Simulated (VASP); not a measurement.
```
CELL_PARAMETERS angstrom
      4.27726     0.00000     0.00000
      0.00000     4.27726     0.00000
      0.00000     0.00000     4.27726
ATOMIC_POSITIONS crystal
  Cu 0.75000 0.25000 0.75000
  Cu 0.25000 0.75000 0.75000
  Cu 0.75000 0.75000 0.25000
  Cu 0.25000 0.25000 0.25000
  O  0.00000 0.00000 0.00000
  O  0.50000 0.50000 0.50000
```

Computed with rev-vdW-DF2, VASP's PBE PAW potentials (set 64) (plane waves; VASP). Numerical set-up: 520 eV cut-off, Gaussian smearing of 0.050 eV, potentials Cu O.

Q: Predict the band gap (along the path) with the smallest direct gap where there is one.

A: 
```json
{
  "band gap (along the path)": "0.56 eV",
  "smallest direct gap (along the path)": "0.56 eV"
}
```

The absolute energy has meaning only against runs of the same code, potentials and settings.

The compound is Cu2O in the cuprite structure. It was relaxed first.
